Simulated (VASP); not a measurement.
Input:

```
CELL_PARAMETERS angstrom
     -1.61136     1.61136     1.61136
      1.61136    -1.61136     1.61136
      1.61136     1.61136    -1.61136
ATOMIC_POSITIONS crystal
  W  0.00000 0.00000 0.00000
```

Computed with PBE GGA with D3 dispersion (zero damping), VASP's PBE PAW potentials (set 64) (plane waves; VASP). Numerical set-up: 520 eV cut-off, 16×16×16 Γ-centred mesh, first-order Methfessel-Paxton smearing of 0.10 eV, potentials W_sv.

### Question
Give the stress tensor in GPa (positive for a compressed cell).

### Answer

```
-17.02    0.00    0.00
  0.00  -17.02    0.00
  0.00    0.00  -17.02
```
The pressure is its mean diagonal, -17.02 GPa.

The compound is W in the bcc structure. This cell is one point of a volume scan, at 1.06 of the reference volume.
